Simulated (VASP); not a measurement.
Input:

```yaml
crystal:
  lattice:
    - [2.54235, 0.00000, 0.00000]
    - [-1.27117, 2.20174, 0.00000]
    - [0.00000, 0.00000, 4.20533]
  atoms:
    - { symbol: B, position: [0.66667, 0.33333, 0.00034] }
    - { symbol: B, position: [0.33333, 0.66667, 0.50034] }
    - { symbol: N, position: [0.66667, 0.33333, 0.37466] }
    - { symbol: N, position: [0.33333, 0.66667, 0.87466] }
```

Method: PBEsol GGA, VASP's PBE PAW potentials (set 64) (plane waves; VASP). Numerical set-up: 520 eV cut-off, 10×10×5 Γ-centred mesh, Gaussian smearing of 0.010 eV, potentials B N.

Question: Give the electronic dielectric tensor ε∞ (DFPT, local fields included).

Answer: 
```
4.59  0.00  0.00
0.00  4.59  0.00
0.00  0.00  4.75
```

Question: Give the Born effective charges.

Answer: 
```json
[
 {"atom": "B1", "Z*xx": "1.84", "Z*yy": "1.84", "Z*zz": "1.93", "mean": "1.87"},
 {"atom": "B2", "Z*xx": "1.84", "Z*yy": "1.84", "Z*zz": "1.93", "mean": "1.87"},
 {"atom": "N3", "Z*xx": "-1.84", "Z*yy": "-1.84", "Z*zz": "-1.93", "mean": "-1.87"},
 {"atom": "N4", "Z*xx": "-1.84", "Z*yy": "-1.84", "Z*zz": "-1.93", "mean": "-1.87"}
]
```

Question: And the static tensor with the ions free?

Answer: 
```
6.65  0.00  0.00
0.00  6.65  0.00
0.00  0.00  7.17
```

Question: Which frequencies do the optical Γ-point modes have (no LO-TO splitting)?

Answer: 468 (×2), 964 (×2), 970, 1030, 1060 (×2), 1117 cm⁻¹.

The piezoelectric tensor e of the same run, ions relaxed (C/m²):

```tsv
	xx	yy	zz	yz	xz	xy
x	0.00	0.00	0.00	0.00	0.34	0.00
y	0.00	0.00	0.00	0.31	0.00	0.00
z	0.32	0.32	-0.91	0.00	0.00	0.00
```

The structure comes from a measured BN entry (P6_3mc) of the Crystallography Open Database, whose conditions weren't checked. It was relaxed first.
